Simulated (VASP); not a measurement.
These are PBE GGA with D4 dispersion, VASP's PBE PAW potentials (set 64) (plane waves; VASP) values and carry that method's errors.

A VASP calculation is set up with these files.

### INCAR
```
# general
SYSTEM  = Fe
PREC    = Accurate
ENCUT   = 520   # plane-wave cut-off (eV)
LREAL   = .FALSE.   # projection in real space or not
LASPH   = .TRUE.   # aspherical one-centre terms

# electronic loop
EDIFF   = 1E-6
NELM    = 100
ALGO    = Normal
LMAXMIX = 4   # l cut-off of mixed one-centre charges

# smearing
ISMEAR  = 1
SIGMA   = 0.1   # width (eV)

# functional
GGA     = PE
IVDW    = 13   # D4

# spin
ISPIN   = 2
MAGMOM  = 2.5

# ions
IBRION  = 2
NSW     = 60
ISIF    = 3
EDIFFG  = -0.01   # ionic stop

# output
LWAVE   = .FALSE.
LCHARG  = .FALSE.
LORBIT  = 10
```

KPOINTS:
```
Automatic mesh
0
Gamma
16 16 16
0 0 0
```

POSCAR:
```
Fe
1.0
 -1.4350000000   1.4350000000   1.4350000000
  1.4350000000  -1.4350000000   1.4350000000
  1.4350000000   1.4350000000  -1.4350000000
Fe
1
Cart
  0.0000000000   0.0000000000   0.0000000000
```

POTCAR, in this order: Fe (PBE.64 set). Program: vasp_std.

What VASP printed:

OUTCAR:
```
 ion  position               nearest neighbor table
   1  0.000  0.000  0.000-
  LATTYP: Found a body centered cubic cell.
 ALAT       =     2.8700000000
 Subroutine PRICEL returns:
 Original cell was already a primitive cell.
 Subroutine GETGRP returns: Found 48 space group operations
The static configuration has the point symmetry O_h .
The dynamic configuration has the point symmetry O_h .
The overall configuration has the point symmetry O_h .
 Subroutine INISYM returns: Found 48 space group operations
 Subroutine IBZKPT returns following result:
 Found    145 irreducible k-points:

 Following reciprocal coordinates:
            Coordinates               Weight
  0.000000  0.000000  0.000000      1.000000
  0.062500  0.000000  0.000000     12.000000
  0.125000  0.000000  0.000000     12.000000
  0.187500  0.000000  0.000000     12.000000
  0.250000  0.000000  0.000000     12.000000
  0.312500  0.000000  0.000000     12.000000
  0.375000  0.000000  0.000000     12.000000
  0.437500  0.000000  0.000000     12.000000
  0.500000  0.000000  0.000000      6.000000
  0.062500  0.062500  0.000000     24.000000
  0.125000  0.062500 -0.000000     48.000000
  0.187500  0.062500  0.000000     48.000000
  0.250000  0.062500 -0.000000     48.000000
  0.312500  0.062500 -0.000000     48.000000
  0.375000  0.062500 -0.000000     48.000000
  0.437500  0.062500  0.000000     48.000000
  0.125000  0.125000  0.000000     24.000000
  0.187500  0.125000 -0.000000     48.000000
  0.250000  0.125000 -0.000000     48.000000
  0.312500  0.125000 -0.000000     48.000000
  0.375000  0.125000  0.000000     48.000000
  0.437500  0.125000  0.000000     24.000000
  0.187500  0.187500  0.000000     24.000000
  0.250000  0.187500 -0.000000     48.000000
  0.312500  0.187500  0.000000     48.000000
  0.375000  0.187500  0.000000     48.000000
  0.250000  0.250000  0.000000     24.000000
  0.312500  0.250000  0.000000     48.000000
  0.375000  0.250000 -0.000000     24.000000
  0.312500  0.312500  0.000000     24.000000
  0.062500  0.062500  0.062500      8.000000
  0.125000  0.062500  0.062500     24.000000
  0.187500  0.062500  0.062500     24.000000
  0.250000  0.062500  0.062500     24.000000
  0.312500  0.062500  0.062500     24.000000
  0.375000  0.062500  0.062500     24.000000
  0.437500  0.062500  0.062500     12.000000
 -0.062500  0.062500  0.062500      6.000000
  0.125000  0.125000  0.062500     24.000000
  0.187500  0.125000  0.062500     48.000000
   k-points           NKPTS =    145   k-points in BZ     NKDIM =    145   number of bands    NBANDS=      9
   number of dos      NEDOS =    301   number of ions     NIONS =      1
   total plane-waves  NPLWV =   5832
   dimension x,y,z NGX =    18 NGY =   18 NGZ =   18
   dimension x,y,z NGXF=    36 NGYF=   36 NGZF=   36
   ions per type =               1
   PREC   = accura    normal or accurate (medium, high low for compatibility)
   ISTART =      0    job   : 0-new  1-cont  2-samecut
   ICHARG =      2    charge: 1-file 2-atom 10-const
   ISPIN  =      2    spin polarized calculation?
   LNONCOLLINEAR =      F non collinear calculations
   LSORBIT =      F    spin-orbit coupling
   INIWAV =      1    electr: 0-lowe 1-rand  2-diag
   ENCUT  =  520.0 eV  38.22 Ry    6.18 a.u.   4.62  4.62  4.62*2*pi/ulx,y,z
   NELM   =    100;   NELMIN=  2; NELMDL= -5     # of ELM steps
   EDIFF  = 0.1E-05   stopping-criterion for ELM
   LREAL  =      F    real-space projection
   NLSPLINE    = F    spline interpolate recip. space projectors
   LMAXMIX     =    4 max onsite mixed and CHGCAR
...
```

File OSZICAR:
```
       N       E                     dE             d eps       ncg     rms          rms(c)
DAV:   1     0.156992577429E+02    0.15699E+02   -0.40772E+03  5412   0.106E+03
DAV:   2    -0.893234342495E+01   -0.24632E+02   -0.23091E+02  5256   0.127E+02
DAV:   3    -0.924256197176E+01   -0.31022E+00   -0.30940E+00  5905   0.197E+01
DAV:   4    -0.924396907576E+01   -0.14071E-02   -0.14070E-02  5759   0.126E+00
DAV:   5    -0.924398209145E+01   -0.13016E-04   -0.13015E-04  5652   0.106E-01    0.109E+01
DAV:   6    -0.833020209757E+01    0.91378E+00   -0.14083E+01  5520   0.593E+01    0.588E+00
DAV:   7    -0.823902597242E+01    0.91176E-01   -0.10057E+00  5506   0.153E+01    0.330E+00
DAV:   8    -0.823706386689E+01    0.19621E-02   -0.10083E-02  6479   0.901E-01    0.151E+00
DAV:   9    -0.822932438521E+01    0.77395E-02   -0.17549E-02  6682   0.124E+00    0.572E-01
DAV:  10    -0.823001142971E+01   -0.68704E-03   -0.13252E-04  6355   0.150E-01    0.480E-01
DAV:  11    -0.823122354360E+01   -0.12121E-02   -0.45262E-03  6447   0.751E-01    0.125E-01
DAV:  12    -0.823136287378E+01   -0.13933E-03   -0.10106E-04  6068   0.130E-01    0.552E-02
DAV:  13    -0.823138308153E+01   -0.20208E-04   -0.14777E-05  6064   0.389E-02    0.190E-02
DAV:  14    -0.823138415059E+01   -0.10691E-05   -0.43219E-06  3933   0.247E-02    0.496E-03
DAV:  15    -0.823138395005E+01    0.20054E-06   -0.29622E-07  2644   0.655E-03
   1 F= -.85712126E+01 E0= -.85713269E+01  d E =-.857121E+01  mag=     2.2748
       N       E                     dE             d eps       ncg     rms          rms(c)
DAV:   1    -0.928769615354E+01   -0.10563E+01   -0.24308E+01  5448   0.843E+01    0.103E+01
DAV:   2    -0.825499286101E+01    0.10327E+01   -0.84601E+00  5492   0.473E+01    0.757E+00
DAV:   3    -0.821559952716E+01    0.39393E-01   -0.28275E-01  5570   0.872E+00    0.337E+00
DAV:   4    -0.820453281902E+01    0.11067E-01   -0.45721E-03  5484   0.868E-01    0.685E-01
DAV:   5    -0.819604958016E+01    0.84832E-02   -0.13976E-02  5859   0.101E+00    0.147E-01
DAV:   6    -0.819612255755E+01   -0.72977E-04   -0.72873E-04  5549   0.385E-01    0.691E-02
DAV:   7    -0.819610872628E+01    0.13831E-04   -0.26329E-05  5408   0.679E-02    0.330E-02
DAV:   8    -0.819610583754E+01    0.28887E-05   -0.36715E-06  5289   0.343E-02    0.411E-03
DAV:   9    -0.819610601568E+01   -0.17814E-06   -0.31803E-07  2639   0.659E-03
   2 F= -.85771872E+01 E0= -.85769788E+01  d E =-.597464E-02  mag=     2.0311
       N       E                     dE             d eps       ncg     rms          rms(c)
DAV:   1    -0.847564290226E+01   -0.27954E+00   -0.54957E+00  5421   0.428E+01    0.475E+00
DAV:   2    -0.826201757196E+01    0.21363E+00   -0.25149E+00  5475   0.233E+01    0.412E+00
DAV:   3    -0.824048821886E+01    0.21529E-01   -0.14373E-01  5602   0.613E+00    0.157E+00
DAV:   4    -0.823816155344E+01    0.23267E-02   -0.18168E-03  5597   0.722E-01    0.384E-01
DAV:   5    -0.823621012820E+01    0.19514E-02   -0.32325E-03  5459   0.642E-01    0.580E-02
DAV:   6    -0.823622538552E+01   -0.15257E-04   -0.60551E-05  5373   0.113E-01    0.327E-02
DAV:   7    -0.823622667029E+01   -0.12848E-05   -0.40984E-06  5345   0.292E-02    0.146E-02
DAV:   8    -0.823622854927E+01   -0.18790E-05   -0.24885E-06  3946   0.202E-02    0.209E-03
DAV:   9    -0.823622859874E+01   -0.49472E-07   -0.72035E-08  2618   0.326E-03
   3 F= -.85978540E+01 E0= -.85977967E+01  d E =-.266414E-01  mag=     2.1363
       N       E                     dE             d eps       ncg     rms          rms(c)
DAV:   1    -0.823588880985E+01    0.33974E-03   -0.57920E-03  5429   0.136E+00    0.156E-01
DAV:   2    -0.823565741855E+01    0.23139E-03   -0.25197E-03  5478   0.757E-01    0.129E-01
DAV:   3    -0.823564047430E+01    0.16944E-04   -0.11859E-04  5566   0.175E-01    0.509E-02
DAV:   4    -0.823563820382E+01    0.22705E-05   -0.14554E-06  3774   0.200E-02    0.101E-02
DAV:   5    -0.823563651748E+01    0.16863E-05   -0.32229E-06  4631   0.173E-02    0.182E-03
DAV:   6    -0.823563645249E+01    0.64987E-07   -0.62082E-08  2612   0.343E-03
   4 F= -.85978846E+01 E0= -.85978221E+01  d E =-.266721E-01  mag=     2.1317
```

**OUTCAR**
```
------------------------ aborting loop because EDIFF is reached ----------------------------------------
  Edisp (eV):   -0.36225
  FORCE on cell =-STRESS in cart. coord.  units (eV):
  Direction    XX          YY          ZZ          XY          YZ          ZX
  --------------------------------------------------------------------------------------
  Total      -0.00476    -0.00476    -0.00476     0.00000     0.00000     0.00000
  in kB      -0.68994    -0.68994    -0.68994     0.00000     0.00000     0.00000
  external pressure =       -0.69 kB  Pullay stress =        0.00 kB
  volume of cell :       11.06
      direct lattice vectors                 reciprocal lattice vectors
    -1.403393063  1.403393063  1.403393063     0.000000000  0.356279373  0.356279373
     1.403393063 -1.403393063  1.403393063     0.356279373  0.000000000  0.356279373
     1.403393063  1.403393063 -1.403393063     0.356279373  0.356279373  0.000000000
 POSITION                                       TOTAL-FORCE (eV/Angst)
 -----------------------------------------------------------------------------------
      0.00000     -0.00000      0.00000         0.000000      0.000000     -0.000000
 -----------------------------------------------------------------------------------
    total drift:                                0.000000      0.000000      0.000000
  FREE ENERGIE OF THE ION-ELECTRON SYSTEM (eV)
  ---------------------------------------------------
  free  energy   TOTEN  =        -8.5978846362 eV

  energy  without entropy=       -8.5976971147  energy(sigma->0) =       -8.59782213

 total charge

# of ion       s       p       d       tot
------------------------------------------
    1        0.499   0.565   6.262   7.326

 magnetization (x)

# of ion       s       p       d       tot
------------------------------------------
    1       -0.013  -0.053   2.189   2.123

 reached required accuracy - stopping structural energy minimisation
```
(Selected blocks of OUTCAR.)

### CONTCAR
```
Fe
   1.00000000000000
    -1.4033930631130553    1.4033930631130553    1.4033930631130553
     1.4033930631130553   -1.4033930631130553    1.4033930631130553
     1.4033930631130553    1.4033930631130553   -1.4033930631130553
  Fe
     1
Direct
     0.0000000000000000    0.0000000000000000    0.0000000000000000
```

Energy and stress use the plane-wave basis of the starting cell.

The compound is Fe in the bcc structure. This run relaxes it. Symmetry was kept, so distortions that lower it aren't found.
